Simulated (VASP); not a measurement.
# Pressure and energy of CeNiC2 (Amm2) against volume with rev-vdW-DF2+U: choosing a compressed state for a press

The pressure and the energy of CeNiC2 are calculated for seven evenly scaled cells. Volume changes are measured from the fitted equilibrium volume, energies from the lowest cell of the series, and positive pressure means compression.

**Problem.** A specimen is to be held in a fluid-filled press at the largest compression that the following limits allow:

- the volume is reduced by at least 2 %;
- the load on a specimen face of 1 mm² is at most 10 kN;
- the stored elastic energy is at most 200 J per cm³ of uncompressed material, to limit what is released if the press fails.

These limits are design choices in round numbers. Which of the calculated cells meets them best, and how safe is the choice against the errors of the calculation?

## Computational details

A cell from the Materials Project database, relaxed at this level and then scaled evenly, fractional positions kept. VASP 6.6.1, plane waves with PAW, rev-vdW-DF2 with DFT+U (LDAUTYPE = 2, U = 7 eV on Ce f and 3 eV on Ni d), cutoff 520 eV, k mesh 7×7×7, collinear spin, no spin-orbit coupling, static lattice. A Birch-Murnaghan fit to the energies has its minimum at 12.92 Å³ per atom.

Notes on method and selection:

- The pressure is that of a finite plane-wave basis, so it need not vanish exactly at the minimum of the energy.
- Only series whose fit has its minimum inside the range and an error under 0.5 meV per atom are shown.
- Where rows or columns differ in functional or spin-orbit coupling, non-spherical gradient terms in the PAW spheres (LASPH) may be on in some and off in others.
- Runs that did not converge, have known faults or may not be shown are not listed, and runs on Ansatz's PAW sets soft_1 and soft_2 are kept to separate tables.

Columns:

- volume change (%): volume relative to the fitted equilibrium volume.
- pressure (GPa): pressure from the stress tensor (positive: compressed).
- energy (meV/atom): energy per atom above the lowest point of the series.

## Table of results

```
member    volume change (%)  pressure (GPa)  energy (meV/atom)
12.14 Å³  −6.05              12.05           28.0
12.40 Å³  −4.05              7.60            12.1
12.66 Å³  −2.05              3.60            3.0
12.91 Å³  −0.05              −0.03           0.0
13.17 Å³  1.95               −3.21           2.5
13.43 Å³  3.95               −6.20           10.1
13.69 Å³  5.95               −8.89           22.1
```

Least-squares fits to the whole series, with x = volume change (%); R² and errors in the fitted variable (y, or ln y where the fit is in ln y):

```
y                  members  fit                                  R²    rms residual  leave-one-out rms  the same for the mean of the others
pressure (GPa)     7        y = −0.08623 − 1.732 x + 0.04390 x²  1.00  0.054         0.13               8.1
energy (meV/atom)  7        y = −0.04665 − 0.3268 x + 0.6964 x²  1.00  0.53          1.4                11
```

## Reading the trend

The pressure falls from row to row as the cell grows, and the energy rises on both sides of the equilibrium volume. Between the rows at −2.05 % and 1.95 % the pressure drops by (3.60 + 3.21) / (2.05 + 1.95) = 1.70 GPa per per cent of volume. With $B = -V\,dP/dV$ this is a bulk modulus of about 170 GPa.

The slope is not constant. Between the two smallest cells it is (12.05 − 7.60) / 2.00 = 2.23 GPa per per cent, and between the two largest (8.89 − 6.20) / 2.00 = 1.35 GPa per per cent. The material stiffens under compression because the repulsion between overlapping electron shells grows faster than the attraction as the bonds shorten. The C–C pair probably adds to the overall stiffness: with fractional positions kept, its stiff bond is forced to scale with the cell, and the stress is largest along its direction.

The energy follows from the same stiffness. For a small relative volume change $\delta$,

$$E \approx \tfrac{1}{2} B V_0 \delta^2, \qquad 1\ \text{meV/Å}^3 = 0.1602\ \text{GPa} = 160.2\ \text{J/cm}^3 .$$

At −4.05 %, where δ = −4.05 / 100 = −0.0405, this gives 0.5 × 170 × 12.92 × 0.0405² / 0.1602 = 11.2 meV/atom, against 12.1 in the table. At 3.95 %, where δ = 3.95 / 100 = 0.0395, it gives 0.5 × 170 × 12.92 × 0.0395² / 0.1602 = 10.7 meV/atom, against 10.1. The parabola is too low on the compressed side and too high on the expanded side, as expected when the stiffness rises with compression.

## Residuals

Largest departures from the fit to the whole series:

```
member    pressure (GPa)  fit    computed − fit  in rms residuals
13.17 Å³  −3.21           −3.30  +0.09           1.6
13.69 Å³  −8.89           −8.84  −0.05           1.0
12.14 Å³  12.05           12.00  +0.05           0.9
12.66 Å³  3.60            3.65   −0.05           0.9
```

No row breaks the trend. The largest departure from the quadratic pressure fit, +0.09 GPa at 13.17 Å³, belongs to a smooth alternation of signs along the series, which is what a missing cubic term leaves behind.

Stress and energy also agree. Between the two smallest cells the energy changes by 28.0 − 12.1 = 15.9 meV/atom over (6.05 − 4.05) / 100 × 12.92 = 0.258 Å³, hence 15.9 / 0.258 × 0.1602 = 9.87 GPa, against a mean tabulated pressure of (12.05 + 7.60) / 2 = 9.83 GPa.

The doubt concerns all rows alike. They end with practically no magnetic moment, whereas cerium in this compound is known to be nearly trivalent, with a localised 4f moment that orders at low temperature. The calculation may have settled in a different electronic state. A localised 4f electron bonds less, so the real crystal is probably larger and softer than this series.

## Choosing a member

**Solution.** The load is $F = pA$, so 1 GPa on 1 mm² is 1 kN. The stored energy density is $u = E/V_0$, with $V_0$ = 12.92 Å³ per atom and the conversion given above.

The three expanded cells need tension, which a press cannot supply, and the cell at −0.05 % is practically uncompressed. Three candidates remain:

- **12.66 Å³:** load 3.60 kN; $u$ = 3.0 / 12.92 × 160.2 = 37 J/cm³. All limits are met.
- **12.40 Å³:** load 7.60 kN; $u$ = 12.1 / 12.92 × 160.2 = 150 J/cm³. All limits are met.
- **12.14 Å³:** load 12.05 kN; $u$ = 28.0 / 12.92 × 160.2 = 347 J/cm³. Load and energy are both too high.

The pick is the cell at 12.40 Å³, a compression of 4.05 %. The runner-up is 12.66 Å³, which is safe but gives only half the compression.

Two errors bear on the margins. A functional of this kind commonly misses a bulk modulus by roughly 10 %, in either direction. In addition, the cells keep their shape and fractional positions, while a specimen in a fluid can adjust both. That adjustment lowers pressure and stored energy at a given volume, perhaps by 10 to 20 %.

For the pick, an error of 10 % upward gives 7.60 × 1.1 = 8.4 kN and 150 × 1.1 = 165 J/cm³, both still allowed. The runner-up would take over only if the true load were more than 10 / 7.60 = 1.32 times the calculated one, or the stored energy more than 200 / 150 = 1.33 times.

In the other direction, the smallest cell would become admissible if its load fell below 10 / 12.05 = 0.83 of the calculated value and its energy below 200 / 347 = 0.58. Letting the frozen geometry relax could bring the load down that far, but hardly the energy. A much softer state with a 4f moment might do both, and is the likeliest way for the pick to be overturned.

The pick is to be read as a compression of about 4 % from the specimen's own volume at zero pressure, not as a target of 12.40 Å³ per atom. If the real crystal is larger than the calculated one, reaching that absolute volume would take a stronger compression and could break the limits on load and energy.

## What to take away

Of the calculated cells, the one compressed by 4.05 % meets the limits best. Near equilibrium the pressure changes by about 1.7 GPa per per cent of volume, more steeply in compression and less steeply in expansion, and the energy is nearly parabolic.

Two omitted contributions can exceed the 28.0 meV/atom spanned by the energies. Lattice vibrations add roughly 80 meV/atom at room temperature. Most of this is common to all cells, but the part that depends on volume pushes outward with some 1 to 2 GPa. A state with a localised 4f moment, if it is the ground state at this level too, could lower the energy by several tens of meV/atom or more and would move the equilibrium volume upward.

[Logs are printed without paths, hosts, clocks, repeated set-up lines and the standing remarks that a program may print on its own settings, such as how far it seeks lower states.]
